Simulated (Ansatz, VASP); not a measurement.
# In4Se3 (In4Se3 (Pnnm)) in two plane-wave programs, part 2 of 3

One calculation is typed for both programs; each brings its own data sets. How far apart do they land? Of the first pair: The structure shown is the start of the Ansatz relaxation below; VASP solves that cell, so the two are compared at the walk's first step.

VASP 6.6.1 and Ansatz 0.2.0.

So far: Set-up; Ansatz: relaxation, PBEsol.

## (3) VASP: single point, PBEsol, start cell, pair 1

Level of this step: PBEsol; plane waves and PAW (In_d, Se) (VASP).

The same cell, functional, mesh and smearing now go to VASP, with its own data sets.

Lines of VASP's logs that name or quote its potential files are left out, and so is its time.

File INCAR:

```
SYSTEM = In4Se3
PREC = Accurate
ENCUT = 400
EDIFF = 1E-06
NELM = 120
ISMEAR = -1
SIGMA = 0.05
LREAL = .FALSE.
ALGO = Normal
GGA = PS
NBANDS = 164
LORBIT = 11
LWAVE = .FALSE.
LCHARG = .FALSE.
ISIF = 2
LASPH = .TRUE.
GGA_COMPAT = .FALSE.
EFERMI = MIDGAP
KPAR = 4
```

File POSCAR:

```
In4Se3
1.0
   12.4854000000      0.0000000000      0.0000000000
    0.0000000000     15.5792740000      0.0000000000
    0.0000000000      0.0000000000      4.1145110000
In Se
16 12
Direct
    0.6069279318      0.5753362127      0.9999999392
    0.3930720682      0.4246637873      0.9999999392
    0.1069279318      0.9246637873      0.4999999393
    0.8930720682      0.0753362127      0.4999999393
    0.1438836561      0.5360689144      0.4999999393
    0.8561163439      0.4639310856      0.4999999393
    0.6438836561      0.9639310856      0.9999999392
    0.3561163439      0.0360689144      0.9999999392
    0.0262901469      0.6879518584      0.4999999393
    0.9737098531      0.3120481417      0.4999999393
    0.5262901469      0.8120481417      0.9999999392
    0.4737098531      0.1879518584      0.9999999392
    0.8396918000      0.7892497911      0.4999999393
    0.1603082000      0.2107502089      0.4999999393
    0.3396918000      0.7107502089      0.9999999392
    0.6603082000      0.2892497911      0.9999999392
    0.6570167556      0.0707138215      0.4999999393
    0.3429832444      0.9292861785      0.4999999393
    0.1570167556      0.4292861785      0.9999999392
    0.8429832444      0.5707138215      0.9999999392
    0.6400908261      0.7294972795      0.4999999393
    0.3599091739      0.2705027205      0.4999999393
    0.1400908261      0.7705027205      0.9999999392
    0.8599091739      0.2294972795      0.9999999392
    0.3472111426      0.5987741149      0.4999999393
    0.6527888574      0.4012258851      0.4999999393
    0.8472111426      0.9012258851      0.9999999392
    0.1527888574      0.0987741149      0.9999999392
```

File KPOINTS:

```
Automatic mesh
0
Gamma
3 3 9
0 0 0
```

PAW data sets: In_d and Se (PBE family, release 64).

On the command line:

```
$ mpirun -np 4 vasp_std
```

Numbers of over 12 decimals in the logs are rounded to 6 here.

Output:

```text
[banner, memory and clock lines left out]
running    4 mpi-ranks, on    1 nodes
 distrk:  each k-point on    1 cores,    4 groups
 distr:  one band on    1 cores,    1 groups

 POSCAR found type information on POSCAR InSe
 POSCAR found :  2 types and      28 ions
|                                                                             |
|               ----> ADVICE to this user running VASP <----                  |
|                                                                             |
|     You have a (more or less) 'large supercell' and for larger cells it     |
|     might be more efficient to use real-space projection operators.         |
|     Therefore, try LREAL= Auto in the INCAR file.                           |
|     Mind: For very accurate calculation, you might also keep the            |
|     reciprocal projection scheme (i.e. LREAL=.FALSE.).                      |
|                                                                             |

|                                                                             |
|               ----> ADVICE to this user running VASP <----                  |
|                                                                             |
|     You enforced a specific xc type in the INCAR file but a different       |
|     [... a line on the potential file left out ...]
|     I HOPE YOU KNOW WHAT YOU ARE DOING!                                     |
|                                                                             |

 LDA part: xc-table for (Slater+PW92), standard interpolation
 POSCAR, INCAR and KPOINTS ok, starting setup
 FFT: planning ... GRIDC
 FFT: planning ... GRID_SOFT
 FFT: planning ... GRID
 WAVECAR not read
 entering main loop
       N       E                     dE             d eps       ncg     rms          rms(c)
DAV:   1     0.304544876897E+04    0.30454E+04   -0.10382E+05  6592   0.167E+03
DAV:   2     0.460493868877E+03   -0.25850E+04   -0.25380E+04  6560   0.482E+02
DAV:   3    -0.504885723131E+02   -0.51098E+03   -0.48610E+03  7388   0.224E+02
DAV:   4    -0.105839671063E+03   -0.55351E+02   -0.54422E+02  8000   0.681E+01
DAV:   5    -0.107941400762E+03   -0.21017E+01   -0.20855E+01  7656   0.125E+01    0.186E+01
DAV:   6    -0.105200318094E+03    0.27411E+01   -0.51355E+00  8536   0.159E+01    0.834E+00
DAV:   7    -0.105063363949E+03    0.13695E+00   -0.35735E+00  9488   0.603E+00    0.308E+00
DAV:   8    -0.105039635116E+03    0.23729E-01   -0.45351E-01  8544   0.339E+00    0.178E+00
DAV:   9    -0.105044857917E+03   -0.52228E-02   -0.81328E-02  8456   0.942E-01    0.587E-01
DAV:  10    -0.105039245907E+03    0.56120E-02   -0.15572E-02  8720   0.712E-01    0.470E-01
DAV:  11    -0.105039655163E+03   -0.40926E-03   -0.57448E-03  9400   0.325E-01    0.140E-01
DAV:  12    -0.105039691191E+03   -0.36028E-04   -0.59930E-04 10160   0.140E-01    0.124E-01
DAV:  13    -0.105039695995E+03   -0.48039E-05   -0.69186E-05  8296   0.308E-02    0.513E-02
DAV:  14    -0.105039697187E+03   -0.11927E-05   -0.97387E-06  7912   0.179E-02    0.175E-02
DAV:  15    -0.105039697000E+03    0.18692E-06   -0.25900E-06  4968   0.944E-03
   1 F= -.10503970E+03 E0= -.10503911E+03  d E =-.118285E-02
```

From OUTCAR (step 3):

```text
ion  position               nearest neighbor table
   1  0.607  0.575  1.000-  20 2.95  21 3.19  21 3.19   2 3.56  11 3.82  15 3.95
   2  0.393  0.425  1.000-  19 2.95  22 3.19  22 3.19   1 3.56  12 3.82  16 3.95
   3  0.107  0.925  0.500-  18 2.95  23 3.19  23 3.19   4 3.56   9 3.82  13 3.95
   4  0.893  0.075  0.500-  17 2.95  24 3.19  24 3.19   3 3.56  10 3.82  14 3.95
   5  0.144  0.536  0.500-  19 2.65  19 2.65  25 2.72   9 2.78   6 3.76
   6  0.856  0.464  0.500-  20 2.65  20 2.65  26 2.72  10 2.78   5 3.76
   7  0.644  0.964  1.000-  17 2.65  17 2.65  27 2.72  11 2.78   8 3.76
   8  0.356  0.036  1.000-  18 2.65  18 2.65  28 2.72  12 2.78   7 3.76
   9  0.026  0.688  0.500-   5 2.78  23 2.81  23 2.81  13 2.81   3 3.82
  10  0.974  0.312  0.500-   6 2.78  24 2.81  24 2.81  14 2.81   4 3.82
  11  0.526  0.812  1.000-   7 2.78  21 2.81  21 2.81  15 2.81   1 3.82
  12  0.474  0.188  1.000-   8 2.78  22 2.81  22 2.81  16 2.81   2 3.82
  13  0.840  0.789  0.500-  21 2.66  27 2.70  27 2.70   9 2.81   3 3.95
  14  0.160  0.211  0.500-  22 2.66  28 2.70  28 2.70  10 2.81   4 3.95
  15  0.340  0.711  1.000-  23 2.66  25 2.70  25 2.70  11 2.81   1 3.95
  16  0.660  0.289  1.000-  24 2.66  26 2.70  26 2.70  12 2.81   2 3.95
  17  0.657  0.071  0.500-   7 2.65   7 2.65   4 2.95
  18  0.343  0.929  0.500-   8 2.65   8 2.65   3 2.95
  19  0.157  0.429  1.000-   5 2.65   5 2.65   2 2.95
  20  0.843  0.571  1.000-   6 2.65   6 2.65   1 2.95
  21  0.640  0.729  0.500-  13 2.66  11 2.81  11 2.81   1 3.19   1 3.19
  22  0.360  0.271  0.500-  14 2.66  12 2.81  12 2.81   2 3.19   2 3.19
  23  0.140  0.771  1.000-  15 2.66   9 2.81   9 2.81   3 3.19   3 3.19
  24  0.860  0.229  1.000-  16 2.66  10 2.81  10 2.81   4 3.19   4 3.19
  25  0.347  0.599  0.500-  15 2.70  15 2.70   5 2.72
  26  0.653  0.401  0.500-  16 2.70  16 2.70   6 2.72
  27  0.847  0.901  1.000-  13 2.70  13 2.70   7 2.72
  28  0.153  0.099  1.000-  14 2.70  14 2.70   8 2.72

  LATTYP: Found a simple orthorhombic cell.
 ALAT       =     4.1145110000
 B/A-ratio  =     3.0344796745
 C/A-ratio  =     3.7864217643

 Subroutine GETGRP returns: Found  8 space group operations
 (whereof  4 operations were pure point group operations)

The static configuration has the point symmetry C_2h.
 The point group associated with its full space group is D_2h.

 Found     20 irreducible k-points:

   k-points           NKPTS =     20   k-points in BZ     NKDIM =     20   number of bands    NBANDS=    164

   dimension x,y,z NGX =    84 NGY =  108 NGZ =   28
   dimension x,y,z NGXF=   168 NGYF=  216 NGZF=   56

   ENCUT  =  400.0 eV  29.40 Ry    5.42 a.u.  20.36 25.41  6.71*2*pi/ulx,y,z

   NELECT =     280.0000    total number of electrons

 k-points in reciprocal lattice and weights: Automatic mesh
   0.00000000  0.00000000  0.00000000       0.012
   0.33333333  0.00000000  0.00000000       0.025
   0.00000000  0.33333333  0.00000000       0.025
   0.33333333  0.33333333  0.00000000       0.049
   0.00000000  0.00000000  0.11111111       0.025
   0.33333333  0.00000000  0.11111111       0.049
   0.00000000  0.33333333  0.11111111       0.049
   0.33333333  0.33333333  0.11111111       0.099
   0.00000000  0.00000000  0.22222222       0.025
[...]
0.00000000  0.33333333  0.44444444       0.049
   0.33333333  0.33333333  0.44444444       0.099

 average (electrostatic) potential at core
       1 -96.0958       2 -96.0958       3 -96.0958       4 -96.0958       5 -96.4542
       6 -96.4542       7 -96.4542       8 -96.4542       9 -96.3934      10 -96.3934
      11 -96.3934      12 -96.3934      13 -96.5569      14 -96.5569      15 -96.5569
      16 -96.5569      17 -53.3754      18 -53.3754      19 -53.3754      20 -53.3754
      21 -53.5562      22 -53.5562      23 -53.5562      24 -53.5562      25 -53.5949
      26 -53.5949      27 -53.5949      28 -53.5949

 E-fermi :   4.5078

 k-point     1 :       0.0000    0.0000    0.0000
  band No.  band energies     occupation
    ...
    136       3.7113      2.00000
    137       3.9018      1.99999
    138       4.0217      1.99988
    139       4.2182      1.99393
    140       4.3500      1.91834
    141       4.6157      0.20734
    142       4.8084      0.00489
    143       5.7640      0.00000
    144       5.8819      0.00000
    145       5.9165      0.00000
    ...

 k-point     2 :       0.3333    0.0000    0.0000
  band No.  band energies     occupation
    ...
    136       3.7653      2.00000
    137       3.9261      1.99998
    138       3.9832      1.99994
    139       4.0726      1.99967
    140       4.2544      1.98750
    141       5.0149      0.00008
    142       5.1128      0.00001
    143       5.6368      0.00000
    144       5.6386      0.00000
    145       6.3502      0.00000
    ...

 k-point     3 :       0.0000    0.3333    0.0000
  band No.  band energies     occupation
    ...
    136       3.8544      2.00000
    137       3.9698      1.99996
    138       4.0135      1.99990
    139       4.0304      1.99986
    140       4.1658      1.99786
    141       4.9637      0.00022
    142       5.4485      0.00000
    143       5.5817      0.00000
    144       5.6094      0.00000
    145       5.7361      0.00000
    ...

  Total       -6.5693904     -6.5012605     -6.0804758      0.0000000      0.0000000      0.0000000
  in kB      -13.1512717    -13.0148823    -12.1725129      0.0000000      0.0000000      0.0000000
  external PRESSURE =     -12.7795556 kB  Pullay stress =       0.0000000 kB

  energy-cutoff  :      400.00
  volume of cell :      800.33
      direct lattice vectors                 reciprocal lattice vectors
    12.485400000  0.000000000  0.000000000     0.080093549  0.000000000  0.000000000
     0.000000000 15.579274000  0.000000000     0.000000000  0.064187843  0.000000000
     0.000000000  0.000000000  4.114511000     0.000000000  0.000000000  0.243042247

 POSITION                                       TOTAL-FORCE (eV/Angst)
 -----------------------------------------------------------------------------------
      7.57774      8.96332      4.11451         0.000194     -0.000680      0.000000
      4.90766      6.61595      4.11451        -0.000194      0.000680      0.000000
      1.33504     14.40559      2.05726         0.000194      0.000680      0.000000
     11.15036      1.17368      2.05726        -0.000194     -0.000680      0.000000
      1.79644      8.35156      2.05726        -0.002256     -0.015349      0.000000
     10.68896      7.22771      2.05726         0.002256      0.015349      0.000000
      8.03914     15.01735      4.11451        -0.002256      0.015349      0.000000
      4.44626      0.56193      4.11451         0.002256     -0.015349      0.000000
      0.32824     10.71779      2.05726        -0.002137     -0.012232      0.000000
     12.15716      4.86148      2.05726         0.002137      0.012232      0.000000
      6.57094     12.65112      4.11451        -0.002137      0.012232      0.000000
      5.91446      2.92815      4.11451         0.002137     -0.012232      0.000000
     10.48389     12.29594      2.05726        -0.010764      0.009967      0.000000
      2.00151      3.28334      2.05726         0.010764     -0.009967      0.000000
      4.24119     11.07297      4.11451        -0.010764     -0.009967      0.000000
      8.24421      4.50630      4.11451         0.010764      0.009967      0.000000
      8.20312      1.10167      2.05726        -0.035933      0.044178      0.000000
      4.28228     14.47760      2.05726         0.035933     -0.044178      0.000000
      1.96042      6.68797      4.11451        -0.035933     -0.044178      0.000000
     10.52498      8.89131      4.11451         0.035933      0.044178      0.000000
      7.99179     11.36504      2.05726        -0.058998     -0.073305      0.000000
      4.49361      4.21424      2.05726         0.058998      0.073305      0.000000
      1.74909     12.00387      4.11451        -0.058998      0.073305      0.000000
     10.73631      3.57540      4.11451         0.058998     -0.073305      0.000000
      4.33507      9.32847      2.05726         0.084403     -0.063756      0.000000
      8.15033      6.25081      2.05726        -0.084403      0.063756      0.000000
     10.57777     14.04044      4.11451         0.084403      0.063756      0.000000
      1.90763      1.53883      4.11451        -0.084403     -0.063756      0.000000
 -----------------------------------------------------------------------------------
    total drift:                               -0.000000     -0.000001      0.001375

  FREE ENERGIE OF THE ION-ELECTRON SYSTEM (eV)
  ---------------------------------------------------
  free  energy   TOTEN  =      -105.0396970004 eV

  energy  without entropy=     -105.0385141475  energy(sigma->0) =     -105.03910557

 total charge
# of ion       s       p       d       tot
------------------------------------------
    1        1.123   0.259   9.852  11.233
    2        1.123   0.259   9.852  11.233
    3        1.123   0.259   9.852  11.233
    4        1.123   0.259   9.852  11.233
    5        0.877   0.628   9.884  11.389
    6        0.877   0.628   9.884  11.389
    7        0.877   0.628   9.884  11.389
    8        0.877   0.628   9.884  11.389
    9        0.926   0.573   9.862  11.361
   10        0.926   0.573   9.862  11.361
   11        0.926   0.573   9.862  11.361
   12        0.926   0.573   9.862  11.361
   13        0.880   0.604   9.881  11.366
   14        0.880   0.604   9.881  11.366
   15        0.880   0.604   9.881  11.366
   16        0.880   0.604   9.881  11.366
   17        1.471   2.314   0.020   3.805
   18        1.471   2.314   0.020   3.805
   19        1.471   2.314   0.020   3.805
   20        1.471   2.314   0.020   3.805
   21        1.468   2.316   0.020   3.805
   22        1.468   2.316   0.020   3.805
   23        1.468   2.316   0.020   3.805
   24        1.468   2.316   0.020   3.805
   25        1.470   2.321   0.022   3.813
   26        1.470   2.321   0.022   3.813
   27        1.470   2.321   0.022   3.813
   28        1.470   2.321   0.022   3.813
--------------------------------------------------
tot         32.863  36.064 158.163 227.090

[... 3 further parts left out ...]
```

The run ends at a pressure of -1.28 GPa, with forces up to 0.11 eV/Å.

## (4) Differences

Known differences besides the potentials themselves: the data sets hold 400 valence electrons in Ansatz (on its default PAW (the set named soft_2) files) and 280 in VASP; the cutoff is 420 eV in Ansatz and 400 eV in VASP; Ansatz makes its cores anew for this functional, VASP keeps those of its PBE data sets. Total energies have different zeros and are not compared.

Forces on 10 of the 28 atoms, those with the largest forces and the largest differences (eV/Å; atoms numbered as in POSCAR):

```
atom         Ansatz x, y, z           VASP x, y, z
 In6   -0.008, 0.024, 0.000    0.002, 0.015, 0.000
 In7    0.008, 0.024, 0.000   -0.002, 0.015, 0.000
 In8  -0.008, -0.024, 0.000   0.002, -0.015, 0.000
Se21  -0.059, -0.066, 0.000  -0.059, -0.073, 0.000
Se22    0.059, 0.066, 0.000    0.059, 0.073, 0.000
Se23   -0.059, 0.066, 0.000   -0.059, 0.073, 0.000
Se25   0.076, -0.056, 0.000   0.084, -0.064, 0.000
Se26   -0.076, 0.056, 0.000   -0.084, 0.064, 0.000
Se27    0.076, 0.056, 0.000    0.084, 0.064, 0.000
Se28  -0.076, -0.056, 0.000  -0.084, -0.064, 0.000
```

The forces differ by 6.4 meV/Å r.m.s., which is 19.0 % of the r.m.s. force of 0.034 eV/Å (both taken over all components).

## (5) Ansatz: relaxation, PBEsol

This run makes the geometry at which the two programs are then compared. The cell compared in this pair holds 756.92 Å³, against 800.33 Å³ for the pair before.

The structure compared here is the end of the Ansatz relaxation.

File input.yaml:

```yaml
crystal:
  lattice:
    - [12.4854001, 0.0, 0.0]
    - [0.0, 15.5792738, 0.0]
    - [0.0, 0.0, 4.1145107]
  atoms:
    - { symbol: In, position: [0.60692792, 0.57533621, 0.0] }
    - { symbol: In, position: [0.39307208, 0.42466379, 0.0] }
    - { symbol: In, position: [0.10692792, 0.92466379, 0.5] }
    - { symbol: In, position: [0.89307208, 0.07533621, 0.5] }
    - { symbol: In, position: [0.14388369, 0.53606891, 0.5] }
    - { symbol: In, position: [0.85611631, 0.46393109, 0.5] }
    - { symbol: In, position: [0.64388369, 0.96393109, 0.0] }
    - { symbol: In, position: [0.35611631, 0.03606891, 0.0] }
    - { symbol: In, position: [0.02629014, 0.68795186, 0.5] }
    - { symbol: In, position: [0.97370986, 0.31204814, 0.5] }
    - { symbol: In, position: [0.52629014, 0.81204814, 0.0] }
    - { symbol: In, position: [0.47370986, 0.18795186, 0.0] }
    - { symbol: In, position: [0.83969178, 0.78924978, 0.5] }
    - { symbol: In, position: [0.16030822, 0.21075022, 0.5] }
    - { symbol: In, position: [0.33969178, 0.71075022, 0.0] }
    - { symbol: In, position: [0.66030822, 0.28924978, 0.0] }
    - { symbol: Se, position: [0.65701676, 0.0707138, 0.5] }
    - { symbol: Se, position: [0.34298324, 0.9292862, 0.5] }
    - { symbol: Se, position: [0.15701676, 0.4292862, 0.0] }
    - { symbol: Se, position: [0.84298324, 0.5707138, 0.0] }
    - { symbol: Se, position: [0.6400908, 0.72949727, 0.5] }
    - { symbol: Se, position: [0.3599092, 0.27050273, 0.5] }
    - { symbol: Se, position: [0.1400908, 0.77050273, 0.0] }
    - { symbol: Se, position: [0.8599092, 0.22949727, 0.0] }
    - { symbol: Se, position: [0.34721112, 0.59877411, 0.5] }
    - { symbol: Se, position: [0.65278888, 0.40122589, 0.5] }
    - { symbol: Se, position: [0.84721112, 0.90122589, 0.0] }
    - { symbol: Se, position: [0.15278888, 0.09877411, 0.0] }
basis:
  ecutwfc: 420
  xc_grid: 2
hamiltonian:
  xc: pbesol
kpoints:
  mp_grid: { grid: [3, 3, 9] }
scf:
  occupations: { method: fermi_dirac, width: 0.05 }
  max_iter: 150
output:
  forces: true
  stress: true
relax:
  f_tol: 0.01
  max_steps: 60
  cell: {}
checkpoint:
  write: "../pbesol.run"
  compress: false
  write_wavefunctions: false
  write_every: 100000
```

On the command line:

```
$ ansatz run input.yaml --threads 4 --pin off --max-ram 6594MiB --backend cpu --events-out ev --progress --plain --runs-dir out
```

Output:

```text
[...]
Crystal: 28 atoms, lattice volume = 800.328 Å³
Basis set: ecut = 420 eV, 15557 PW (Γ), exchange–correlation on 180×216×60 points (8 copies of the dense FFT grid, shifted against one another)
Bands: 240, of which v1, the nominal top of the filled ones, is band 200 counted from 1 (199 counted from 0)
Symmetry: 8 space group operations
[...]
k-points: 20 of 81
[...]
- { symbol: Se, position: [0.637096, 0.730577, 0.5] }
    - { symbol: Se, position: [0.362904, 0.269423, 0.5] }
    - { symbol: Se, position: [0.137096, 0.769423, 0.0] }
    - { symbol: Se, position: [0.862904, 0.230577, 0.0] }
    - { symbol: Se, position: [0.351653, 0.590190, 0.5] }
    - { symbol: Se, position: [0.648347, 0.409810, 0.5] }
    - { symbol: Se, position: [0.851653, 0.909810, 0.0] }
    - { symbol: Se, position: [0.148347, 0.090190, 0.0] }
[key lines of the parts left out:]
SCF converged after 5 iterations
Free energy (F): -153508.334722 eV
Fermi energy:    8.487912 eV
P = ⅓ Tr σ = -0.0093 GPa (-0.093 kbar)
```

(Part 2 of 3 ends here.)

[Lines on the potential files, build, host, timing and source positions are cut from VASP's logs without a mark.]

[Logs are printed without paths, hosts, clocks, repeated set-up lines and the standing remarks that a program may print on its own settings, such as how far it seeks lower states.]

[Hosts, paths, dates, database ids (printed as entryN), source tags and the programs' standing remarks are cut or masked in the printed files.]
